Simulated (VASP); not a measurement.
Computed with PBE GGA with D3 dispersion (Becke-Johnson damping), VASP's PBE PAW potentials (set 64) (plane waves; VASP).

VASP ran on this input.

POSCAR:
```
BaTiO3
1
    3.9841678477     0.0000000000     0.0000000000
    0.0000000000     3.9841678477     0.0000000000
    0.0000000000     0.0000000000     4.1172413848
Ba Ti O
1 1 3
Direct
  0.0000000000   0.0000000000   0.0044150952
  0.5000000000   0.5000000000   0.5233266376
  0.5000000000   0.5000000000   0.9688142417
  1.0000000000   0.5000000000   0.4837220127
  0.5000000000   0.0000000000   0.4837220127
```

### INCAR
```
GGA = PE   # PBE
LWAVE = .FALSE.
IVDW = 12   # D3, Becke-Johnson
EDIFF = 1E-7   # SCF stop (eV)
ICHARG = 11   # fixed density
LCHARG = .FALSE.
LMAXMIX = 4   # l cut-off of mixed one-centre charges
SYSTEM = BaTiO3
NELM = 100   # most electronic steps
LREAL = .FALSE.   # projection in real space or not
PREC = Accurate
ENCUT = 520   # plane-wave cut-off (eV)
LASPH = .TRUE.
LORBIT = 11
ALGO = Normal
SIGMA = 0.05   # width (eV)
ISMEAR = 0   # Gaussian
```

KPOINTS:
```
k-points along high-symmetry lines
10
Line-mode
Reciprocal
  0.000000   0.000000   0.000000 ! GAMMA
  0.000000   0.500000   0.000000 ! X

  0.000000   0.500000   0.000000 ! X
  0.500000   0.500000   0.000000 ! M

  0.500000   0.500000   0.000000 ! M
  0.000000   0.000000   0.000000 ! GAMMA

  0.000000   0.000000   0.000000 ! GAMMA
  0.000000   0.000000   0.500000 ! Z

  0.000000   0.000000   0.500000 ! Z
  0.000000   0.500000   0.500000 ! R

  0.000000   0.500000   0.500000 ! R
  0.500000   0.500000   0.500000 ! A

  0.500000   0.500000   0.500000 ! A
  0.000000   0.000000   0.500000 ! Z

  0.000000   0.500000   0.000000 ! X
  0.000000   0.500000   0.500000 ! R

  0.500000   0.500000   0.000000 ! M
  0.500000   0.500000   0.500000 ! A
```

POTCAR, in this order: Ba_sv Ti_sv O (PBE.64 set). Program: vasp_std. Read from the step before: CHGCAR.

What VASP printed:

**OUTCAR**
```
 ion  position               nearest neighbor table
   1  0.000  0.000  0.004-   4 2.80   5 2.80   4 2.80   5 2.80   3 2.82   3 2.82   3 2.82   3 2.82
                             4 2.93   5 2.93   5 2.93   4 2.93   2 3.44   2 3.44   2 3.44   2 3.44
   2  0.500  0.500  0.523-   3 1.83   4 2.00   5 2.00   5 2.00   4 2.00   3 2.28   1 3.44   1 3.44
                             1 3.44   1 3.44   1 3.54   1 3.54   1 3.54   1 3.54
   3  0.500  0.500  0.969-   2 1.83   2 2.28   1 2.82   1 2.82   1 2.82   1 2.82
   4  0.000  0.500  0.484-   2 2.00   2 2.00   1 2.80   1 2.80   1 2.93   1 2.93
   5  0.500  0.000  0.484-   2 2.00   2 2.00   1 2.80   1 2.80   1 2.93   1 2.93
  LATTYP: Found a simple tetragonal cell.
 ALAT       =     3.9841678477
 C/A-ratio  =     1.0334005851
 Subroutine PRICEL returns:
 Original cell was already a primitive cell.
 Subroutine GETGRP returns: Found  8 space group operations
The static configuration has the point symmetry C_4v.
The dynamic configuration has the point symmetry C_4v.
 Subroutine INISYM returns: Found  8 space group operations
   k-points           NKPTS =     90   k-points in BZ     NKDIM =     90   number of bands    NBANDS=     24
   number of dos      NEDOS =    301   number of ions     NIONS =      5
   total plane-waves  NPLWV =  28800
   dimension x,y,z NGX =    30 NGY =   30 NGZ =   32
   dimension x,y,z NGXF=    60 NGYF=   60 NGZF=   64
   ions per type =               1   1   3
   PREC   = accura    normal or accurate (medium, high low for compatibility)
   ISTART =      0    job   : 0-new  1-cont  2-samecut
   ICHARG =     11    charge: 1-file 2-atom 10-const
   ISPIN  =      1    spin polarized calculation?
   LNONCOLLINEAR =      F non collinear calculations
   LSORBIT =      F    spin-orbit coupling
   INIWAV =      1    electr: 0-lowe 1-rand  2-diag
   ENCUT  =  520.0 eV  38.22 Ry    6.18 a.u.   7.41  7.41  7.66*2*pi/ulx,y,z
   NELM   =    100;   NELMIN=  2; NELMDL= -5     # of ELM steps
   EDIFF  = 0.1E-06   stopping-criterion for ELM
   LREAL  =      F    real-space projection
   NLSPLINE    = F    spline interpolate recip. space projectors
   LMAXMIX     =    4 max onsite mixed and CHGCAR
   VOSKOWN=      0    Vosko Wilk Nusair interpolation
   EDIFFG = 0.1E-05   stopping-criterion for IOM
   NSW    =      0    number of steps for IOM
   NBLOCK =      1;   KBLOCK =      1    inner block; outer block
   IBRION =     -1    ionic relax: 0-MD 1-quasi-New 2-CG
   NFREE  =      0    steps in history (QN), initial steepest desc. (CG)
   ISIF   =      2    stress and relaxation
   ISYM   =      2    0-nonsym 1-usesym 2-fastsym
   TEIN   =    0.0    initial temperature
   TEBEG  =    0.0;   TEEND  =   0.0 temperature during run
   SMASS  =  -3.00    Nose mass-parameter (am)
   PSTRESS=    0.0 pullay stress
   NELECT =      40.0000    total number of electrons
   EFERMI =   0.00;   METHOD = LEGACY
   ISMEAR =     0;   SIGMA  =   0.05  broadening in eV -4-tet -1-fermi 0-gaus
   IALGO  =     38    algorithm
   LDIAG  =      T    sub-space diagonalisation (order eigenvalues)
   IMIX   =      4    mixing-type and parameters
     AMIX     =   0.40;   BMIX     =  1.00
     AMIX_MAG =   1.60;   BMIX_MAG =  1.00
     AMIN     =   0.10
   GGA     = PE    functional components
   VOSKOWN =     0    Vosko Wilk Nusair interpolation
   LHFCALC =     F    Hartree Fock is set to
   LHFONE  =     F    Hartree Fock one center treatment
   AEXX    =    0.0000 exact exchange contribution
   IVDW    =    12    specifies the selected vdW correction
   LEPSILON=     F    determine dielectric tensor
   LRPA    =     F    only Hartree local field effects (RPA)
  energy-cutoff  :      520.00
  volume of cell :       65.36
      direct lattice vectors                 reciprocal lattice vectors
     3.984167848  0.000000000  0.000000000     0.250993442  0.000000000  0.000000000
     0.000000000  3.984167848  0.000000000     0.000000000  0.250993442  0.000000000
     0.000000000  0.000000000  4.117241385     0.000000000  0.000000000  0.242881072
 k-point     1 :   0.0000 0.0000 0.0000  plane waves:    1767
 k-point     2 :   0.0000 0.0556 0.0000  plane waves:    1777
 k-point     3 :   0.0000 0.1111 0.0000  plane waves:    1781
 k-point     4 :   0.0000 0.1667 0.0000  plane waves:    1773
...
```

**OSZICAR**
```
       N       E                     dE             d eps       ncg     rms          rms(c)
DAV:   1     0.424160599327E+03    0.42416E+03   -0.21813E+04  4320   0.183E+03
DAV:   2     0.113375897696E+02   -0.41282E+03   -0.40558E+03  4920   0.483E+02
DAV:   3    -0.371267773668E+02   -0.48464E+02   -0.46532E+02  7104   0.142E+02
DAV:   4    -0.392415663681E+02   -0.21148E+01   -0.21134E+01  5440   0.287E+01
DAV:   5    -0.393384133144E+02   -0.96847E-01   -0.96846E-01  6184   0.449E+00
DAV:   6    -0.393392691981E+02   -0.85588E-03   -0.85588E-03  5680   0.485E-01
DAV:   7    -0.393392833820E+02   -0.14184E-04   -0.14184E-04  6248   0.596E-02
DAV:   8    -0.393392836023E+02   -0.22026E-06   -0.22023E-06  5688   0.599E-03
DAV:   9    -0.393392836068E+02   -0.45238E-08   -0.45633E-08  4032   0.803E-04
   1 F= -.40638754E+02 E0= -.40638754E+02  d E =-.726833E-17
```

File OUTCAR:
```
 val. band max:        3.8351292079   @ k =   0.5000   0.5000   0.5000

 cond. band min:       5.6206819478   @ k =   0.0000   0.0000   0.0000



 k-point     1 :       0.0000    0.0000    0.0000
  band No.  band energies     occupation
      1     -52.7791      2.00000
      2     -29.0801      2.00000
      3     -28.9850      2.00000
      4     -28.9850      2.00000
      5     -21.2140      2.00000
      6     -13.1594      2.00000
      7     -12.5447      2.00000
      8     -12.4270      2.00000
      9      -6.4158      2.00000
     10      -6.3622      2.00000
     11      -6.3622      2.00000
     12       1.3457      2.00000
     13       1.4287      2.00000
     14       1.4287      2.00000
     15       2.3049      2.00000
     16       2.3049      2.00000
     17       2.5774      2.00000
     18       3.1586      2.00000
     19       3.3518      2.00000
     20       3.3518      2.00000
     21       5.6207      0.00000
     22       6.0940      0.00000
     23       6.0940      0.00000
     24       7.8563      0.00000

 k-point     2 :       0.0000    0.0556    0.0000
  band No.  band energies     occupation
      1     -52.7790      2.00000
      2     -29.0800      2.00000
      3     -28.9866      2.00000
      4     -28.9849      2.00000
      5     -21.2106      2.00000
      6     -13.1599      2.00000
      7     -12.5431      2.00000
      8     -12.4259      2.00000
      9      -6.4114      2.00000
     10      -6.3571      2.00000
     11      -6.3519      2.00000
     12       1.3324      2.00000
     13       1.3815      2.00000
     14       1.4231      2.00000
     15       2.2477      2.00000
     16       2.2790      2.00000
     17       2.5696      2.00000
     18       3.1069      2.00000
     19       3.3117      2.00000
     20       3.3434      2.00000
     21       5.6874      0.00000
     22       6.0965      0.00000
     23       6.0977      0.00000
     24       7.9198      0.00000

...
```

The density is held fixed in this step, so its total energy and stress have no physical meaning. Unless said otherwise, spin-orbit coupling is left out, though it shifts the bands of the heavy elements here.

The compound is BaTiO3 in the tetragonal perovskite structure. It was relaxed first.
